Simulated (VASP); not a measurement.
# SiC₃N₃Cl: harmonic vibrations of a molecule

SiC₃N₃Cl, molecule in box, 8 atoms in the cell. PBE, harmonic vibrations; PAW potentials N, C, Si, Cl (PBE set).

## Input

INCAR.step1:
```
PREC = Accurate
ENCUT = 400
EDIFF = 1E-8
ISMEAR = 0
SIGMA = 0.01
ISYM = 0
LREAL = False
LASPH = True
NELM = 100
ALGO = Normal
LWAVE = False
LCHARG = False
IBRION = 2
NSW = 60
ISIF = 2
EDIFFG = -0.002
POTIM = 0.5
```

INCAR.step2, as INCAR.step1 but for:
```
- IBRION = 2
- NSW = 60
- ISIF = 2
- EDIFFG = -0.002
- POTIM = 0.5
+ IBRION = 5
+ NFREE = 2
+ POTIM = 0.015
+ NSW = 1
```

KPOINTS:
```
k-points
0
Gamma
  1 1 1
```

POSCAR.step1:
```
SiC3N3Cl
1.0
   14.0000000000      0.0000000000      0.0000000000
    0.0000000000     14.0000000000      0.0000000000
    0.0000000000      0.0000000000     13.0000000000
N C Si Cl
3 3 1 1
Direct
    0.6171678600      0.6668500000      0.4501269200
    0.5650178600      0.3361500000      0.3595653800
    0.3573250000      0.4910500000      0.6051807700
    0.5938964300      0.5934000000      0.4810346200
    0.5619607100      0.3908642900      0.4255730800
    0.4347607100      0.4857357100      0.5759961500
    0.5579892900      0.4769285700      0.5310038500
    0.6445321400      0.4362142900      0.6456653800
```

Commands (each step's output is kept before the next begins):
```
cat potpaw_PBE.64/N/POTCAR potpaw_PBE.64/C/POTCAR potpaw_PBE.64/Si/POTCAR potpaw_PBE.64/Cl/POTCAR > POTCAR
cp INCAR.step1 INCAR
cp POSCAR.step1 POSCAR
mpirun -np 8 vasp_gam > vasp.out
cp CONTCAR POSCAR
cp INCAR.step2 INCAR
mpirun -np 8 vasp_gam > vasp.out
```

## Result

- Vibrations (cm⁻¹; a negative value is imaginary): 2245, 2245, 2244, 666, 666, 646, 452, 393, 386, 385, 319, 318, 244, 133, 132, 101, 83, 82
- Zero-point energy (eV): 0.728
- Translations and rotations, which should read zero (cm⁻¹): -5, -5, -1, 7, 11, 12
- Vibrational entropy at 298 K (meV/K): 1.137
- Displaced cells: 48
- Ionic steps, all stages: 95
- Electronic steps, all stages: 1550

VASP 6.6.1 took 1789 s on 8 cores (Intel Xeon Platinum 8375C @ 2.90GHz (Ice Lake)), a shared host.
